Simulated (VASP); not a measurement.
Computed with revTPSS meta-GGA, VASP's PBE PAW potentials (set 64) (plane waves; VASP).

A VASP calculation is set up with these files.

POSCAR:
```
Al
1
    0.0000000000     1.9602966735     1.9602966735
    1.9602966735     0.0000000000     1.9602966735
    1.9602966735     1.9602966735     0.0000000000
Al
1
Direct
  0.0000000000   0.0000000000   0.0000000000
```

KPOINTS:
```
Automatic mesh
0
Gamma
16 16 16
0 0 0
```

**INCAR**
```
SYSTEM = Al
PREC = Accurate
ENCUT = 520
EDIFF = 1E-7
NELM = 100
ALGO = Normal
LREAL = .FALSE.
LASPH = .TRUE.
ISMEAR = 1
SIGMA = 0.1
METAGGA = RTPSS
LMIXTAU = .TRUE.
LWAVE = .FALSE.
LCHARG = .FALSE.
ISIF = 2
```

POTCAR, in this order: Al (PBE.64 set). Program: vasp_std.

Output

**OSZICAR**
```
       N       E                     dE             d eps       ncg     rms          rms(c)
DAV:   1     0.206322676093E+02    0.20632E+02   -0.14323E+03  1620   0.760E+02
DAV:   2     0.107983938046E+02   -0.98339E+01   -0.93471E+01  2830   0.164E+02
DAV:   3     0.104406156604E+02   -0.35778E+00   -0.35079E+00  2795   0.305E+01
DAV:   4     0.104288324484E+02   -0.11783E-01   -0.11756E-01  2890   0.586E+00
DAV:   5     0.104283750077E+02   -0.45744E-03   -0.45742E-03  2865   0.118E+00    0.265E+00
DAV:   6    -0.531734121070E+01   -0.15746E+02   -0.28045E+01  1450   0.601E+01    0.241E+00
DAV:   7    -0.531822001815E+01   -0.87881E-03   -0.37369E-02  2170   0.201E+00    0.322E+00
DAV:   8    -0.532815036778E+01   -0.99303E-02   -0.15091E-03  1645   0.523E-01    0.473E+00
DAV:   9    -0.528943463734E+01    0.38716E-01   -0.39784E-02  1620   0.149E+00    0.445E+00
DAV:  10    -0.528951711119E+01   -0.82474E-04   -0.24556E-04  1970   0.179E-01    0.329E+00
DAV:  11    -0.528907393394E+01    0.44318E-03   -0.57951E-04  1670   0.259E-01    0.709E-01
DAV:  12    -0.528961659769E+01   -0.54266E-03   -0.25040E-04  1495   0.223E-01    0.760E-01
DAV:  13    -0.528975911801E+01   -0.14252E-03   -0.37657E-05  1545   0.855E-02    0.665E-01
DAV:  14    -0.528975646882E+01    0.26492E-05   -0.14659E-05  1850   0.350E-02    0.200E-01
DAV:  15    -0.528977164708E+01   -0.15178E-04   -0.23011E-06  1580   0.151E-02    0.494E-02
DAV:  16    -0.528977441854E+01   -0.27715E-05   -0.58180E-07  1570   0.118E-02    0.914E-03
DAV:  17    -0.528977454776E+01   -0.12922E-06   -0.52643E-08  1465   0.336E-03    0.312E-03
DAV:  18    -0.528977453850E+01    0.92563E-08   -0.18946E-08   845   0.228E-03
   1 F= -.52897745E+01 E0= -.52898352E+01  d E =0.181937E-03
```

OUTCAR:
```
------------------------ aborting loop because EDIFF is reached ----------------------------------------
  FORCE on cell =-STRESS in cart. coord.  units (eV):
  Direction    XX          YY          ZZ          XY          YZ          ZX
  --------------------------------------------------------------------------------------
  Total        0.6111539      0.6111539      0.6111539      0.0000000      0.0000000     -0.0000000
  in kB       64.9928784     64.9928784     64.9928784      0.0000000      0.0000000     -0.0000000
  external PRESSURE =      64.9928784 kB  Pullay stress =       0.0000000 kB
  volume of cell :       15.07
      direct lattice vectors                 reciprocal lattice vectors
     0.000000000  1.960296674  1.960296674    -0.255063433  0.255063433  0.255063433
     1.960296674  0.000000000  1.960296674     0.255063433 -0.255063433  0.255063433
     1.960296674  1.960296674  0.000000000     0.255063433  0.255063433 -0.255063433
 POSITION                                       TOTAL-FORCE (eV/Angst)
 -----------------------------------------------------------------------------------
      0.00000      0.00000      0.00000         0.000000      0.000000      0.000000
 -----------------------------------------------------------------------------------
    total drift:                                0.000000      0.000000     -0.000000
  FREE ENERGIE OF THE ION-ELECTRON SYSTEM (eV)
  ---------------------------------------------------
  free  energy   TOTEN  =        -5.2897745385 eV

  energy  without entropy=       -5.2899564752  energy(sigma->0) =       -5.28983518
```
(Selected blocks of OUTCAR.)

The compound is Al in the fcc structure. This cell is one point of a volume scan, at 0.94 of the reference volume.
